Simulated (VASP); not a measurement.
VASP ran on this input.

File POSCAR:
```
CoO
1
    4.2220860000     2.1110430000     2.1110430000
    2.1110430000     4.2220860000     2.1110430000
    2.1110430000     2.1110430000     4.2220860000
Co O
2 2
Direct
  0.0000000000   0.0000000000   0.0000000000
  0.5000000000   0.5000000000   0.5000000000
  0.2500000000   0.2500000000   0.2500000000
  0.7500000000   0.7500000000   0.7500000000
```

**INCAR**
```
! general
SYSTEM    =  CoO
PREC      =  Accurate
ENCUT     =  400   ! plane-wave cut-off (eV)
LREAL     =  .FALSE.   ! projection in real space or not
LASPH     =  .TRUE.

! electronic loop
EDIFF     =  1E-6
NELM      =  100
ALGO      =  Normal   ! blocked Davidson
LMAXMIX   =  4   ! l cut-off of mixed one-centre charges

! smearing
ISMEAR    =  -1   ! Fermi-Dirac
SIGMA     =  0.05   ! width (eV)

! functional
GGA       =  PE

! spin
ISPIN     =  2   ! spin-polarised
MAGMOM    =  3.0 -3.0 2*0.0

! DFT+U
LDAU      =  .TRUE.
LDAUTYPE  =  2   ! Dudarev
LDAUL     =  2 -1
LDAUU     =  4.0 0
LDAUJ     =  0 0

! ions
ISIF      =  2

! output
LWAVE     =  .FALSE.
LCHARG    =  .FALSE.
LORBIT    =  11   ! lm-projected
```

File KPOINTS:
```
Automatic
0
Gamma
  9 9 9
```

POTCAR, in this order: Co O (PBE.64 set). Program: vasp_std.

Problem. Translate this PBE+U calculation to Ansatz.

Solution. One equivalent input (not run):
Ansatz 0.2 input:
```yaml
crystal:
  lattice:
    - [4.2220860, 2.1110430, 2.1110430]
    - [2.1110430, 4.2220860, 2.1110430]
    - [2.1110430, 2.1110430, 4.2220860]
  atoms:
    - { symbol: Co, position: [0.0000000, 0.0000000, 0.0000000], spin: 3 }
    - { symbol: Co, position: [0.5000000, 0.5000000, 0.5000000], spin: -3 }
    - { symbol: O, position: [0.2500000, 0.2500000, 0.2500000] }
    - { symbol: O, position: [0.7500000, 0.7500000, 0.7500000] }
kpoints:
  mp_grid: { grid: [9, 9, 9] }
hamiltonian:
  xc: pbe
  pseudopotentials: { kind: paw }
  hubbard:
    sites:
      - { species: Co, l: d, u_eff: 4 }
magnetization: { spin_polarized: true }
scf:
  occupations: { method: fermi_dirac, width: 0.05 }
  max_iter: 100
output: { forces: true, stress: true, eigenvalues: true }
```
The two are equivalent in intent, not identical: each code has its own PAW files, so the cut-off isn't converted (ENCUT is set for VASP's; basis.ecutwfc is left out, and Ansatz then takes the one that its files recommend); Ansatz stops its SCF on the density residual and VASP on the energy change (EDIFF); the +U projectors differ, so the same U acts differently.

The structure is a typed CoO crystal. The cell was not relaxed at this level. The run is one of a series of settings (LDAU = .TRUE., LDAUJ = 0 0, LDAUL = 2 -1, LDAUTYPE = 2, LDAUU = 4.0 0 against the base run), some of them coarse on purpose.
